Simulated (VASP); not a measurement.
Set up this calculation in VASP 6.6.1, as the native input.

```
Task                   : work function
Functional             : RPBE
Potentials or basis    : VASP PAW PBE potentials, release 64 (Ca_sv, Sc_sv)
Cutoff                 : 520 eV
k mesh                 : 4 × 8 × 1
Occupations            : fermi-dirac, width 0.05 eV
Spin                   : no spin polarisation
Dipole correction      : yes
Further INCAR settings : ALGO = Normal; EDIFF = 1e-06
```

The structure of CaSc lies in POSCAR:

```
CaSc
1.0
    6.5366700000      0.0000000000      0.0000000000
    0.0000000000      3.2053400000      0.0000000000
    0.0000000000      0.0000000000     23.8000000000
Ca Sc
1 1
Direct
    0.0000000000      0.0000000000      0.2941200000
    0.5000000000      0.0000000000      0.2941200000
```

The cell was built by a generator and needn't be a form met in nature.

The input as run:

INCAR

```
SYSTEM = CaSc
PREC = Accurate
ENCUT = 520
EDIFF = 1E-6
ISMEAR = -1
SIGMA = 0.05
LREAL = .FALSE.
LASPH = .TRUE.
NELM = 100
ALGO = Normal
ISIF = 2
LWAVE = .FALSE.
LCHARG = .TRUE.
LDIPOL = .TRUE.
IDIPOL = 3
DIPOL = 0.5 0.5 0.294
GGA = RP
LELF = .TRUE.
LVHAR = .TRUE.
LVACPOTAV = .TRUE.
```

KPOINTS

```
Automatic mesh
0
G
  4 8 1
  0 0 0
```

Potentials or basis: VASP PAW PBE potentials, release 64 (Ca_sv, Sc_sv).

Launch:

```sh
$ cat potpaw_PBE.64/Ca_sv/POTCAR potpaw_PBE.64/Sc_sv/POTCAR > POTCAR
$ mpirun -np 1 vasp_std > vasp.out
```

It gave:

```
Band gap on the k mesh          : none (metal or under the smearing width)
Work function of the upper face : 3.14 eV
Work function of the lower face : 3.14 eV
```

Run time: 2.8 min on 1 thread of Intel(R) Xeon(R) Platinum 8375C CPU @ 2.90GHz (Ice Lake) (shared host), peak memory 0.52 GiB.
